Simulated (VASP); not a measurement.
Here is the system:

```
CELL_PARAMETERS angstrom
      4.23304     0.00000     0.00000
      0.00000     4.23304     0.00000
      0.00000     0.00000     2.69333
ATOMIC_POSITIONS crystal
  Si 0.00000 0.00000 0.00000
  Si 0.50000 0.50000 0.50000
  O  0.30681 0.30681 0.00000
  O  0.80681 0.19319 0.50000
  O  0.19319 0.80681 0.50000
  O  0.69319 0.69319 0.00000
```

All values below come from PBE GGA, VASP's PBE PAW potentials (set 64) (plane waves; VASP). Settings: 520 eV cut-off, 7×7×10 Γ-centred mesh, Gaussian smearing of 0.010 eV, potentials Si O.

Q: Give the direction-averaged independent-particle dielectric function (no local fields, no excitons; a broadening of 0.1 eV leaves a tail below the gap, and fine structure carries the noise of the k-mesh).

A: 
| ħω (eV) | ε₁ | ε₂ |
|---|---|---|
| 0.00 | 3.52 | 0.00 |
| 0.40 | 3.52 | 0.00 |
| 0.80 | 3.53 | 0.00 |
| 1.20 | 3.54 | 0.00 |
| 1.60 | 3.56 | 0.01 |
| 2.00 | 3.58 | 0.01 |
| 2.50 | 3.62 | 0.01 |
| 2.90 | 3.66 | 0.01 |
| 3.30 | 3.71 | 0.01 |
| 3.70 | 3.76 | 0.02 |
| 4.10 | 3.83 | 0.02 |
| 4.60 | 3.94 | 0.02 |
| 5.00 | 4.04 | 0.03 |
| 5.40 | 4.19 | 0.05 |
| 5.80 | 4.39 | 0.14 |
| 6.20 | 4.56 | 0.24 |
| 6.70 | 4.70 | 0.47 |
| 7.10 | 4.70 | 0.70 |
| 7.50 | 4.90 | 0.68 |
| 7.90 | 5.06 | 0.76 |
| 8.30 | 5.54 | 0.95 |
| 8.80 | 5.60 | 1.57 |
| 9.20 | 5.18 | 2.04 |
| 9.60 | 5.23 | 2.55 |
| 10.00 | 5.42 | 2.36 |
| 10.40 | 5.77 | 2.36 |
| 10.90 | 6.26 | 3.89 |
| 11.30 | 5.83 | 4.62 |
| 11.70 | 4.87 | 4.93 |
| 12.10 | 4.08 | 6.35 |
| 12.50 | 3.12 | 5.45 |
| 13.00 | 2.36 | 5.65 |
ε₂ peaks at 12.1 eV (height 6.3); ε₁(0) averages 3.52, so the electronic refractive index below the gap tends to √3.52 = 1.88.

The compound is SiO2 in the rutile structure, stishovite, a high-pressure form. It was relaxed first.
